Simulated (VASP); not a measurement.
The system is LaGaSi.

```
La Ga Si
1.0
    -2.16334    2.16334    7.18156
     2.16334   -2.16334    7.18156
     2.16334    2.16334   -7.18156
La Ga Si
2 2 2
Direct
  0.37465 0.87465 0.50000
  0.62465 0.62465 0.00000
  0.79172 0.29172 0.50000
  0.04172 0.04172 0.00000
  0.20862 0.20862 0.00000
  0.95862 0.45862 0.50000
```

The cell comes from a database or a generator and needn't be the stable form of this composition.

* Program: VASP 6.6.1
* Task: relaxation of cell and atoms
* Functional: PBEsol
* Potentials or basis: VASP PAW PBE potentials, release 64 (La, Ga_d, Si)
* Cutoff: 600 eV
* k mesh: 9 × 9 × 9
* Occupations: gaussian, width 0.1 eV
* Spin: no spin polarisation

At the start: pressure -2.6 GPa; volume 22.41 Å³/atom.

Q: How do energy, volume and symmetry change on relaxing?

A: Over 10 steps the energy falls by 7.3 meV/atom and the volume is 21.62 Å³/atom (-3.5 %); space group I4_1md (No. 109, to 0.05 Å).

The path:
| step | energy change (eV) | largest force (eV/Å) | pressure (GPa) | volume (Å³) |
| --- | --- | --- | --- | --- |
| 1 | 0.0000 | 0.0872 | -2.58 | 134.44 |
| 2 | -0.0296 | 0.0197 | 1.66 | 127.54 |
| 3 | -0.0404 | 0.0316 | 0.10 | 129.81 |
| 4 | -0.0431 | 0.0542 | 0.01 | 129.80 |
| 5 | -0.0431 | 0.0625 | 0.00 | 129.80 |
| 6 | -0.0435 | 0.0261 | -0.02 | 129.79 |
| 7 | -0.0436 | 0.0088 | -0.02 | 129.79 |
| 8 | -0.0436 | 0.0090 | -0.02 | 129.79 |
| 9 | -0.0436 | 0.0047 | 0.02 | 129.73 |
| 10 | -0.0436 | 0.0039 | 0.02 | 129.73 |

Final structure:
```
La Ga Si
1.0
    -2.12717    2.12717    7.16744
     2.12717   -2.12717    7.16744
     2.12717    2.12717   -7.16744
La Ga Si
2 2 2
Cartesian
  2.1272 0.0000 5.3731
  2.1272 2.1272 1.7894
  0.0000 2.1272 4.1802
  0.0000 0.0000 0.5965
  2.1272 2.1272 -4.1777
  0.0000 2.1272 6.5734
```

Caveat: the PAW data sets were made with another functional, which shifts forces and pressure a little.
